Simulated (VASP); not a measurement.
# TiAl3: structure and properties in VASP

What structure does TiAl3 take at this level, and what are its properties? The steps: relaxing cell and atoms (PBEsol), density, ELF and potential (PBEsol), bands along the symmetry lines (PBEsol), total and projected DOS (PBEsol), vibrations at Γ (PBEsol) and optical spectrum (PBEsol). The start is a computed cell from the Materials Project.

Method: PBEsol; plane waves and PAW (Ti_sv, Al), in VASP 6.6.1.

This is a report of a sequence of runs, with most program output left out.

### Step 1. The structure

Before any relaxation, the start is as follows. It takes space group I4/mmm (No. 139, tetragonal). Conventional cell: a = 3.822 Å, b = 3.822 Å, c = 8.561 Å, α = 90.00°, β = 90.00°, γ = 90.00°. Nearest to Ti lie 12 Al at 2.70 to 2.87 Å. Nearest to Al lie 4 Ti at 2.70 Å and 8 Al at 2.87 Å. Nearest to Al lie 8 Al at 2.70 to 2.87 Å and 4 Ti at 2.87 Å. Farther neighbours are not listed.

As a file:

```cif
data_structure
_symmetry_space_group_name_H-M 'P 1'
_symmetry_Int_Tables_number 1
_cell_length_a 3.8222
_cell_length_b 3.8222
_cell_length_c 5.0625
_cell_angle_alpha 112.179
_cell_angle_beta 67.821
_cell_angle_gamma 90.000
_cell_volume 62.54
loop_
_atom_site_label
_atom_site_type_symbol
_atom_site_fract_x
_atom_site_fract_y
_atom_site_fract_z
_atom_site_occupancy
Ti1 Ti 0.00000 0.00000 0.00000 1
Al2 Al 0.50000 0.50000 0.00000 1
Al3 Al 0.75000 0.75000 0.50000 1
Al4 Al 0.25000 0.25000 0.50000 1
```

### Step 2. Relaxing cell and atoms (PBEsol)

The start need not lie at this functional's minimum. ISIF = 3 frees volume, shape and positions, and EDIFFG sets the threshold on forces and stress at which the search stops. PBEsol restores the gradient expansion of exchange and is tuned for the cells of solids.

INCAR reads:

```
SYSTEM = TiAl3
PREC = Accurate
ENCUT = 400
EDIFF = 1E-06
NELM = 100
ISMEAR = 1
SIGMA = 0.2
LREAL = .FALSE.
ALGO = Normal
GGA = PS
NBANDS = 16
LASPH = .TRUE.
LORBIT = 11
LWAVE = .FALSE.
LCHARG = .FALSE.
KPAR = 4
IBRION = 2
NSW = 60
ISIF = 3
EDIFFG = -0.01
```

POSCAR reads:

```
TiAl3
1.0
    0.0000000000     -3.8222135426      0.0000000000
   -3.8222135426      0.0000000000      0.0000000000
    1.9111067713     -1.9111067713     -4.2806687947
Ti Al
1 3
Direct
    0.0000000000      0.0000000000      0.0000000000
    0.5000000000      0.5000000000      0.0000000000
    0.7500000000      0.7500000000      0.5000000000
    0.2500000000      0.2500000000      0.5000000000
```

KPOINTS reads:

```
Automatic mesh
0
Gamma
7 7 7
0 0 0
```

The projector-augmented-wave data sets are Ti_sv and Al (PBE family, release 64).

Started as:

```
mpirun -np 4 vasp_std
```

It took 85 s on 4 MPI ranks of AMD EPYC 7571, shared host; peak memory 0.64 GiB.

This run has no spin polarisation. Its electron count is odd, so without a moment it is a metal by construction. The k-mesh is coarse for a metal. The PAW data sets were made with PBE, which is usual practice but a small mismatch for other functionals. The run keeps the 16 symmetry operations of its start, so it cannot find a distortion of lower symmetry.

The steps of the relaxation:

```tsv
step	energy less that of the first step (eV)	largest force (eV/Å)	pressure (GPa)	volume (Å³)
1	0.0000	0.0000	-0.71	62.54
2	-0.0002	0.0000	0.55	61.91
3	-0.0007	0.0000	0.02	62.21
4	-0.0007	0.0000	0.02	62.20
5	-0.0007	0.0000	0.09	62.17
6	-0.0007	0.0000	0.07	62.19
7	-0.0008	0.0000	0.03	62.21
```

```tsv
conventional cell, symmetrised	before	after	change
a (Å)	3.822	3.812	-0.3 %
b (Å)	3.822	3.812	-0.3 %
c (Å)	8.561	8.561	-0.0 %
volume (Å³/atom)	15.63	15.55	-0.5 %
```

The relaxed structure:

```
Ti Al
1.0
     0.00000   -3.81219    0.00000
    -3.81219    0.00000    0.00000
     1.90609   -1.90609   -4.28040
Ti Al
1 3
Cartesian
  0.0000 0.0000 0.0000
  -1.9061 -1.9061 0.0000
  -1.9061 -3.8122 -2.1402
  0.0000 -1.9061 -2.1402
```

Numbers from this step:

```yaml
electrons: 21
bands: 16
irreducible_k_points: 40
symmetry_operations: 16
free_energy_toten: -22.23 eV
energy_at_zero_smearing: -22.23 eV
fermi_energy: 8.335 eV
pressure: 0.02588 GPa
metallic: yes
scf_cycles_over_all_ionic_steps: 48
```

It ends with forces that vanish by symmetry and a pressure of 0.03 GPa.

### Step 3. Density, ELF and potential (PBEsol)

A single point on the relaxed cell gives a clean self-consistent state, with density, ELF and potential written out.

Changes to INCAR since step 2:

```diff
@@ -14,7 +14,5 @@
 LWAVE = .FALSE.
-LCHARG = .FALSE.
-KPAR = 4
-IBRION = 2
-NSW = 60
-ISIF = 3
-EDIFFG = -0.01
+LCHARG = .TRUE.
+ISIF = 2
+LELF = .TRUE.
+LVHAR = .TRUE.
```

POSCAR reads:

```
TiAl3
1.0
    0.0000000000     -3.8121898902      0.0000000000
   -3.8121898902      0.0000000000      0.0000000000
    1.9060949451     -1.9060949451     -4.2804033547
Ti Al
1 3
Direct
    0.0000000000      0.0000000000      0.0000000000
    0.5000000000      0.5000000000      0.0000000000
    0.7500000000      0.7500000000      0.5000000000
    0.2500000000      0.2500000000      0.5000000000
```

KPOINTS is that of step 2.

Started as:

```
mpirun -np 4 vasp_std
```

It took 24 s on 4 MPI ranks; peak memory 0.41 GiB.

This step gave:

- SCF cycles: 13
- Fermi energy: 8.336 eV
- pressure: -0.06096 GPa

Valence electrons inside each PAW sphere by angular momentum. Sphere charges, by row:

```tsv
atom	s (e)	p (e)	d (e)	tot (e)
Ti1	2.168	6.12	2.031	10.32
Al2	0.446	0.378	0	0.824
Al3	0.407	0.408	0	0.816
Al4	0.407	0.408	0	0.816
```

Electrostatic potential energy in the ac plane of the conventional cell at fractional y = 0.000, with atoms of Ti and Al within 0.2 Å of it. With pseudopotentials it is smooth inside the atoms' cores, unlike the true potential.

Values in eV, 24 rows by 14 columns, each cell a mean:
```
-64 -57 -41 -16  -3   1   2   3   2  -1  -6 -27 -48 -61
-43 -36 -21  -6  -1   1   2   2   1   0  -3 -12 -27 -40
-12  -9  -4  -2  -1  -1  -2  -2  -2  -1  -1  -2  -6 -10
  0   0   0  -1  -4  -9 -15 -18 -13  -7  -3  -1   0   0
  2   2   1  -3 -12 -32 -55 -63 -47 -23  -7  -1   1   2
  3   2   0  -5 -21 -56 -83 -84 -76 -41 -12  -3   1   2
  2   2   0  -5 -18 -48 -76 -81 -67 -34 -10  -2   1   2
  1   1   0  -2  -8 -19 -34 -39 -28 -14  -5  -1   1   1
 -3  -2  -1  -1  -2  -4  -7  -7  -6  -3  -1  -1  -2  -3
-18 -13  -7  -3   0   0   0   0   0   0  -1  -4  -9 -16
-63 -47 -23  -7  -1   1   2   2   2   1  -3 -12 -32 -56
-84 -76 -41 -11  -2   1   3   3   2   0  -5 -21 -56 -83
-81 -67 -34 -10  -2   1   2   3   2   0  -4 -18 -48 -76
-39 -29 -14  -5  -1   1   2   2   2   1  -2  -8 -19 -34
 -8  -6  -4  -1  -1  -1  -2  -2  -2  -1  -1  -2  -5  -7
 -1   0   0  -1  -4  -9 -15 -18 -13  -7  -3  -1   0  -1
  2   1   0  -3 -12 -32 -56 -63 -47 -23  -7  -2   1   2
  3   2   0  -5 -21 -56 -83 -84 -76 -41 -12  -3   1   2
  3   2   0  -4 -18 -48 -76 -81 -67 -34 -10  -2   1   2
  2   1   1  -2  -7 -19 -34 -39 -28 -13  -5  -1   1   2
 -3  -2  -1  -1  -2  -4  -7  -7  -6  -3  -1  -1  -2  -3
-25 -20 -10  -3  -1   0   0   0   0   0  -2  -5 -14 -23
-55 -48 -31 -11  -2   1   2   2   2   0  -4 -19 -39 -52
-67 -61 -45 -19  -3   0   2   3   2  -1  -8 -31 -53 -65
```
Columns run along a (3.8 Å; values clipped at the 3rd and 97th percentile), rows up along c (8.6 Å), edges of the conventional cell, whose origin can differ from the input's. Atoms in or near the plane, at fractional coordinates: Ti at (0.00, 0.00), Al at (0.00, 0.50), Al at (0.50, 0.75), Al at (0.50, 0.25).

Valence density in the ac plane of the conventional cell at fractional y = 0.000, with atoms of Ti and Al within 0.2 Å of it. It is the smooth field of the valence electrons, not physical close to the nuclei.

Values in e/Å³, 24 rows by 14 columns, each cell a mean:
```
10  7  3  1  0  0  0  0  0  0  0  1  4  9
 3  2  1  0  0  0  0  0  0  0  0  0  1  3
 0  0  0  0  0  0  0  0  0  0  0  0  0  0
 0  0  0  0  0  0  0  0  0  0  0  0  0  0
 0  0  0  0  0  0  0  0  0  0  0  0  0  0
 0  0  0  0  0  0  0  0  0  0  0  0  0  0
 0  0  0  0  0  0  0  0  0  0  0  0  0  0
 0  0  0  0  0  0  0  0  0  0  0  0  0  0
 0  0  0  0  0  0  0  0  0  0  0  0  0  0
 0  0  0  0  0  0  0  0  0  0  0  0  0  0
 0  0  0  0  0  0  0  0  0  0  0  0  0  0
 0  0  0  0  0  0  0  0  0  0  0  0  0  0
 0  0  0  0  0  0  0  0  0  0  0  0  0  0
 0  0  0  0  0  0  0  0  0  0  0  0  0  0
 0  0  0  0  0  0  0  0  0  0  0  0  0  0
 0  0  0  0  0  0  0  0  0  0  0  0  0  0
 0  0  0  0  0  0  0  0  0  0  0  0  0  0
 0  0  0  0  0  0  0  0  0  0  0  0  0  0
 0  0  0  0  0  0  0  0  0  0  0  0  0  0
 0  0  0  0  0  0  0  0  0  0  0  0  0  0
 0  0  0  0  0  0  0  0  0  0  0  0  0  0
 1  1  0  0  0  0  0  0  0  0  0  0  1  1
 6  4  2  0  0  0  0  0  0  0  0  1  2  5
13  8  3  1  0  0  0  0  0  0  0  1  5 11
```
Columns run along a (3.8 Å), rows up along c (8.6 Å), edges of the conventional cell, whose origin can differ from the input's. Atoms in or near the plane, at fractional coordinates: Ti at (0.00, 0.00), Al at (0.00, 0.50), Al at (0.50, 0.75), Al at (0.50, 0.25).

ELF in the ac plane of the conventional cell at fractional y = 0.000, with atoms of Ti and Al within 0.2 Å of it. It is the smooth field of the valence electrons, not physical close to the nuclei.

Ten even steps from '0' (0.01) to '9' (0.94), each cell a mean:
```
97411244311268
54212455431134
11124566653211
23456655566432
44565311246654
34554100025554
23443100024432
22355433455432
23456666666543
23566666666643
02567655567631
00366644567520
01466654567530
13567665667642
23566666666543
23456655565432
22344311234432
33453100024543
44564200135654
34566533456544
11245666665321
22113566542112
75311345421246
98510234311369
```
Columns run along a (3.8 Å), rows up along c (8.6 Å), edges of the conventional cell, whose origin can differ from the input's. Atoms in or near the plane, at fractional coordinates: Ti at (0.00, 0.00), Al at (0.00, 0.50), Al at (0.50, 0.75), Al at (0.50, 0.25).

In this run the pressure is -0.06 GPa, small enough to go on.

### Step 4. Bands along the symmetry lines (PBEsol)

The mesh alone shows little of the dispersion and can miss band extrema, so KPOINTS_OPT adds a path through the symmetry points after the self-consistent cycle.

INCAR reads:

```
SYSTEM = TiAl3
PREC = Accurate
ENCUT = 400
EDIFF = 1E-06
NELM = 100
ISMEAR = 1
SIGMA = 0.2
LREAL = .FALSE.
ALGO = Normal
GGA = PS
NBANDS = 24
LASPH = .TRUE.
LORBIT = 11
LWAVE = .FALSE.
LCHARG = .FALSE.
KPAR = 4
```

POSCAR is that of step 3.

KPOINTS is that of step 3.

KPOINTS_OPT reads:

```
Line mode
16
Line-mode
Reciprocal
  0.00000000   0.00000000   0.00000000 GAMMA
  0.50000000  -0.50000000   0.50000000 X

  0.50000000  -0.50000000   0.50000000 X
  0.59914930  -0.40085070   0.50000000 Y

  0.59914930  -0.40085070   0.50000000 Y
  0.59914930   0.00000000   0.29957465 S

  0.59914930   0.00000000   0.29957465 S
  0.00000000   0.00000000   0.00000000 GAMMA

  0.00000000   0.00000000   0.00000000 GAMMA
  0.00000000   0.00000000  -0.50000000 Z

  0.00000000   0.00000000  -0.50000000 Z
  0.40085070   0.00000000  -0.29957465 S1

  0.40085070   0.00000000  -0.29957465 S1
  0.50000000   0.00000000   0.00000000 N

  0.50000000   0.00000000   0.00000000 N
  0.50000000  -0.50000000   0.25000000 P

  0.50000000  -0.50000000   0.25000000 P
  0.40085070  -0.40085070  -0.09914930 Y1

  0.40085070  -0.40085070  -0.09914930 Y1
  0.00000000   0.00000000  -0.50000000 Z

  0.50000000  -0.50000000   0.50000000 X
  0.50000000  -0.50000000   0.25000000 P
```

Started as:

```
mpirun -np 4 vasp_std
```

Run time: 98 s. Hardware: 4 MPI ranks; peak memory 0.76 GiB.

The cell is typed on its shortest vectors, so the axes of tensors and the coordinates of k-points follow the printed cell and not the standard setting.

Numbers from this step:

```
SCF cycles : 14
bands      : 24
pressure   : -0.09727 GPa
```

Electronic bands along the path, in eV, zero at the Fermi level; # counts the bands kept:

```tsv
point	#4	#5	#6	#7	#8	#9	#10	#11
Γ	-1.43	-1.22	-1.22	0.85	1.79	1.79	2.24	2.54
0.47 of the way	-2.27	-2.17	-1.52	-1.23	2.00	2.08	2.24	3.26
X	-3.78	-2.69	-2.21	-1.00	1.80	1.97	2.70	2.87
0.47 of the way	-3.20	-3.06	-1.87	-0.97	1.85	1.90	2.52	2.96
Y	-3.61	-2.23	-1.37	-0.87	1.71	1.93	2.22	3.37
0.47 of the way	-2.74	-0.74	-0.73	-0.35	1.51	1.84	2.12	3.90
S	-1.06	-0.77	-0.63	0.58	1.63	2.15	3.08	3.23
0.53 of the way	-2.14	-1.76	-0.67	-0.42	1.27	1.83	3.63	3.76
Γ	-1.43	-1.22	-1.22	0.85	1.79	1.79	2.24	2.54
0.47 of the way	-1.10	-1.10	-0.31	0.91	1.27	1.27	1.69	3.40
Z	-0.89	-0.89	-0.24	0.72	0.72	0.97	3.08	4.84
0.53 of the way	-0.99	-0.94	0.20	0.76	0.95	1.27	3.73	4.82
S1	-1.06	-0.77	-0.63	0.58	1.63	2.15	3.08	3.23
0.47 of the way	-1.67	-1.05	-0.40	0.51	1.75	2.24	2.71	3.55
N	-2.95	-1.05	-0.27	0.52	1.83	2.12	2.75	3.20
0.53 of the way	-3.06	-2.10	-1.73	-0.37	1.18	1.88	2.47	2.84
P	-4.27	-1.83	-1.83	-1.16	0.87	1.80	1.97	3.22
0.53 of the way	-3.34	-2.82	-1.45	-1.19	1.69	1.90	1.91	3.08
Y1	-3.61	-2.23	-1.37	-0.87	1.71	1.93	2.22	3.37
0.53 of the way	-3.12	0.08	0.08	0.62	0.63	1.51	3.56	5.28
Z	-0.89	-0.89	-0.24	0.72	0.72	0.97	3.08	4.84
jump to X	-3.78	-2.69	-2.21	-1.00	1.80	1.97	2.70	2.87
0.53 of the way	-4.08	-2.39	-1.66	-1.28	1.54	1.80	1.97	3.23
P	-4.27	-1.83	-1.83	-1.16	0.87	1.80	1.97	3.22
```

Of the projections kept (Ti, Al), the largest for each band there; the rest of the weight can lie on other orbitals:

```tsv
point	#4	#5	#6	#7	#8	#9	#10	#11
Γ	Ti 0.89	Ti 0.65	Ti 0.65	Ti 1.00	Al 0.69	Al 0.69	Ti 0.61	Al 1.00
X	Al 0.91	Al 0.68	Ti 0.60	Ti 0.82	Ti 1.00	Ti 1.00	Al 0.62	Ti 0.96
Y	Al 0.59	Al 0.65	Ti 0.67	Ti 0.83	Ti 0.95	Ti 0.98	Ti 0.73	Ti 0.94
S	Ti 0.72	Ti 0.85	Ti 0.75	Ti 0.94	Ti 0.96	Ti 0.67	Ti 0.74	Al 0.83
Γ	Ti 0.89	Ti 0.65	Ti 0.65	Ti 1.00	Al 0.69	Al 0.69	Ti 0.61	Al 1.00
Z	Al 0.85	Al 0.85	Ti 0.91	Ti 0.99	Ti 0.99	Ti 1.00	Ti 0.93	Ti 0.63
```

There is no gap at this level.

### Step 5. Total and projected DOS (PBEsol)

A density of states needs more k-points than a total energy; ISMEAR = -5 takes tetrahedra, and LORBIT projects the states on the PAW spheres. The mesh is finer than in the run before.

Changes to INCAR since step 4:

```diff
@@ -5,3 +5,3 @@
 NELM = 100
-ISMEAR = 1
+ISMEAR = -5
 SIGMA = 0.2
@@ -16 +16,2 @@
 KPAR = 4
+NEDOS = 2001
```

POSCAR is that of step 4.

KPOINTS reads:

```
Automatic mesh
0
Gamma
10 10 10
0 0 0
```

Started as:

```
mpirun -np 4 vasp_std
```

Wall time 66 s (4 MPI ranks); peak memory 0.87 GiB; 4.3 min of CPU time.

With tetrahedra the forces and stress of a metal are not exact derivatives of the energy.

Numbers from this step:

```
irreducible k-points   : 102
free energy (TOTEN)    : -22.22 eV
Fermi energy           : 8.313 eV
pressure               : -0.04829 GPa
DOS at the Fermi level : 1.688 states/eV/cell
```

The density of states has structure finer than the step of the table below, so its rows give means over 1 eV, whole bins alone (the curve runs from -12.0 to 3.85 eV). Peaks (eV: height): total -1.0: 4.15, 1.8: 5.54, 3.0: 2.77, 3.5: 3.73; Ti d -0.3: 1.27, 1.8: 3.49, 3.0: 1.41, 3.4: 1.57; Al p -1.0: 0.498, 1.7: 0.247, 2.8: 0.177, 3.5: 0.180; Al s -7.5: 0.206, -6.4: 0.229, -4.4: 0.236, 3.5: 0.369; Ti p -1.0: 0.0642, 2.0: 0.0689, 2.2: 0.0643, 3.6: 0.0675.

States under -12.0 eV and over 3.9 eV are left out. Table of density of states by energy, zero at the Fermi level; means over each step; values in states/eV/cell:

```tsv
energy (eV)	total	Ti d	Al p	Al s	Ti p	Ti s
-11	0	0	0	0	0	0
-10	0.120	0	8.8e-4	0.0294	4.7e-4	0.00508
-9	0.471	8.1e-4	0.00953	0.111	0.00488	0.0154
-8	0.696	0.00419	0.0245	0.157	0.0118	0.0141
-7	0.790	0.0129	0.0402	0.162	0.0144	0.0144
-6	0.992	0.0334	0.0687	0.181	0.0159	0.0136
-5	1.03	0.0479	0.0868	0.156	0.0166	0.0224
-4	1.31	0.0922	0.124	0.165	0.0239	0.0296
-3	1.37	0.131	0.165	0.105	0.0309	0.0270
-2	2.07	0.340	0.248	0.107	0.0524	0.0194
-1	2.98	0.890	0.334	0.0629	0.0454	0.0123
0	1.88	0.902	0.132	0.0196	0.0107	0.00483
1	1.42	0.752	0.0752	0.0177	0.0132	0.0138
2	3.60	1.87	0.186	0.0605	0.0520	0.0670
3	2.47	1.05	0.126	0.181	0.0396	0.0396
```

The finer mesh and the other smearing move the Fermi level by -0.02 eV from the 7×7×7 run, a small shift, which tests the Fermi level alone. Of the states within 0.3 eV of the Fermi level, the largest shares in the PAW spheres are Ti d 49 % and Al p 7 %. The rest lies in smaller channels or between the spheres.

### Step 6. Vibrations at Γ (PBEsol)

Zone-centre modes test whether the atoms sit at a minimum within this cell. IBRION = 8 takes the force constants from linear response, which needs tightly converged orbitals.

INCAR reads:

```
SYSTEM = TiAl3
PREC = Accurate
ENCUT = 400
EDIFF = 1E-08
NELM = 100
ISMEAR = 1
SIGMA = 0.2
LREAL = .FALSE.
ALGO = Normal
GGA = PS
NBANDS = 16
LASPH = .TRUE.
LORBIT = 11
LWAVE = .FALSE.
LCHARG = .FALSE.
KPAR = 4
IBRION = 8
ISIF = 2
```

POSCAR is that of step 5.

KPOINTS reads:

```
Automatic mesh
0
Gamma
11 11 11
0 0 0
```

Started as:

```
mpirun -np 4 vasp_std
```

Run time: 21 min. Hardware: 4 MPI ranks; peak memory 2.8 GiB.

Energies printed during the response cycles are not total energies of the cell.

Numbers from this step:

```yaml
bands: 16
irreducible_k_points: 126
pressure_of_the_cell: 0.04236 GPa
largest_force_of_the_cell: 0 eV/Å
fermi_energy: 8.347 eV
```

The modes at Γ (shares of kinetic energy by element, %):

```tsv
mode	frequency (cm⁻¹)	symmetry	Ti %	Al %
1	-0.2	acoustic	37	63
2	-0.1	acoustic	37	63
3	-0.1	acoustic	37	63
4	204.3	A2u	36	64
5	227.6	Eu	27	73
6	227.6	Eu	27	73
7	258.6	Bg	0	100
8	329.1	A2u	27	73
9	345.1	Eg	0	100
10	345.1	Eg	0	100
11	352.0	Eu	36	64
12	352.0	Eu	36	64
```

Displacements in mode 4 (204.3 cm⁻¹), the largest set to 1:
```
Ti1  0.00  0.00 -0.56
Al2  0.00  0.00  1.00
Al3  0.00  0.00 -0.01
Al4  0.00  0.00 -0.01
```

Displacements in mode 10 (345.1 cm⁻¹), the largest set to 1:
```
Ti1  0.00  0.00  0.00
Al2  0.00  0.00  0.00
Al3  1.00  0.71  0.00
Al4 -1.00 -0.71  0.00
```

The three acoustic modes lie within 0.2 cm⁻¹ of zero, and all others are real. By the characters of their eigenvectors the optical modes sort into (cm⁻¹) Raman active: Bg 259, Eg 345; infrared active: A2u 204, Eu 228, A2u 329, Eu 352. B labels carry no number here, since it depends on the setting of the axes. With a centre of inversion no mode is active in both.

### Step 7. Optical spectrum (PBEsol)

LOPTICS sums transitions from filled to empty bands. NBANDS is raised for it.

INCAR reads:

```
SYSTEM = TiAl3
PREC = Accurate
ENCUT = 400
EDIFF = 1E-06
NELM = 100
ISMEAR = 1
SIGMA = 0.2
LREAL = .FALSE.
ALGO = Normal
GGA = PS
NBANDS = 42
LASPH = .TRUE.
LORBIT = 11
LWAVE = .FALSE.
LCHARG = .FALSE.
KPAR = 4
LOPTICS = .TRUE.
NEDOS = 1500
CSHIFT = 0.1
```

POSCAR is that of step 6.

KPOINTS reads:

```
Automatic mesh
0
Gamma
10 10 10
0 0 0
```

Started as:

```
mpirun -np 4 vasp_std
```

Elapsed: 2.2 min, on 4 MPI ranks; peak memory 1.4 GiB.

These are independent-particle spectra without excitons or local fields, and fine structure depends on the mesh and on CSHIFT. The intraband (Drude) part is not in this spectrum.

Numbers from this step:

| Quantity | Value |
| --- | --- |
| SCF cycles | 15 |
| bands | 42 |
| irreducible k-points | 102 |
| Fermi energy | 8.327 eV |
| pressure | 0.04710 GPa |

The imaginary dielectric function has structure finer than the step of the table below, so its rows give means over 0.5 eV, whole bins alone (the curve runs from 0 to 25.0 eV). Peaks (eV: height): xx 0.48: 23.9, 2.38: 27.4; zz 0.41: 26.9, 1.77: 36.0, 4.63: 25.5.

The imaginary dielectric function by photon energy; means over each step:

```tsv
photon energy (eV)	xx	zz
0.5	20.6	21.8
1.0	17.9	13.2
1.5	15.8	26.8
2.0	24.5	30.1
2.5	25.6	23.4
3.0	23.6	19.2
3.5	21.4	14.8
4.0	20.3	18.2
4.5	20.7	24.9
5.0	13.5	18.8
5.5	8.61	10.7
6.0	5.49	5.59
6.5	3.77	3.30
7.0	2.56	1.96
7.5	1.62	1.46
8.0	1.22	1.21
8.5	0.999	0.860
9.0	0.896	0.750
9.5	0.796	0.602
10.0	0.535	0.440
10.5	0.397	0.414
11.0	0.287	0.340
11.5	0.266	0.317
12.0	0.254	0.260
12.5	0.264	0.206
13.0	0.196	0.183
13.5	0.157	0.168
14.0	0.144	0.155
14.5	0.138	0.147
15.0	0.123	0.124
15.5	0.124	0.106
16.0	0.133	0.103
16.5	0.125	0.0961
17.0	0.117	0.0798
17.5	0.0909	0.0750
18.0	0.0932	0.0715
18.5	0.0863	0.0692
19.0	0.0867	0.0628
19.5	0.0784	0.0566
20.0	0.0778	0.0549
20.5	0.0728	0.0564
21.0	0.0707	0.0502
21.5	0.0643	0.0531
22.0	0.0634	0.0581
22.5	0.0643	0.0522
23.0	0.0679	0.0529
23.5	0.0589	0.0542
24.0	0.0579	0.0542
24.5	0.0547	0.0590
```

Table of real dielectric function by photon energy:

```tsv
photon energy (eV)	xx	zz
0	49.3	55.3
1	22.8	29.6
2	21.6	7.73
3	6.87	-0.521
4	-0.233	7.52
5	-10.1	-13.1
6	-8.60	-11.0
7	-5.77	-6.08
8	-3.79	-4.02
9	-2.53	-2.73
10	-2.01	-1.91
11	-1.31	-1.36
12	-0.835	-0.959
13	-0.575	-0.580
14	-0.307	-0.343
15	-0.0924	-0.154
16	0.0625	0.0167
17	0.156	0.134
18	0.265	0.246
19	0.355	0.338
20	0.430	0.424
21	0.493	0.489
22	0.550	0.550
23	0.599	0.598
24	0.642	0.642
```

### Step 8. What came out

| Quantity | Value |
| --- | --- |
| relaxed volume | 15.55 Å³/atom |
| relaxed conventional cell a, b, c | 3.812, 3.812, 8.561 Å |
| space group after relaxing, within 0.02 Å | I4/mmm (No. 139) |
| band gap | none, a metal |
| DOS at the Fermi level | 1.69 states/eV/cell |
| highest zone-centre mode | 352 cm⁻¹ |

With PBEsol, TiAl3 relaxes to 15.55 Å³/atom in space group I4/mmm (held by the symmetry of the run) and comes out as a metal. Bands along the symmetry lines (PBEsol): Of the bands kept, 3 cross the Fermi level on this path. Vibrations at Γ (PBEsol): The highest mode in this list at Γ, 352.0 cm⁻¹, has its largest share on Al (64 % of the kinetic energy). With an odd electron count and no spin the cell is a metal by construction. Modes at Γ alone can't show that the crystal is stable at other wave vectors. No search among competing phases was made, and a listed structure need not be the one stable at ambient conditions. All values are for a static lattice at zero temperature.

[Lines on the potential files, build, host, timing and source positions are cut from VASP's logs without a mark.]

[Logs are printed without paths, hosts, clocks, repeated set-up lines and the standing remarks that a program may print on its own settings, such as how far it seeks lower states.]

[Hosts, paths, dates, database ids (printed as entryN), source tags and the programs' standing remarks are cut or masked in the printed files.]

[A measured line is paired with the nearest computed mode of its activity, which favours agreement.]
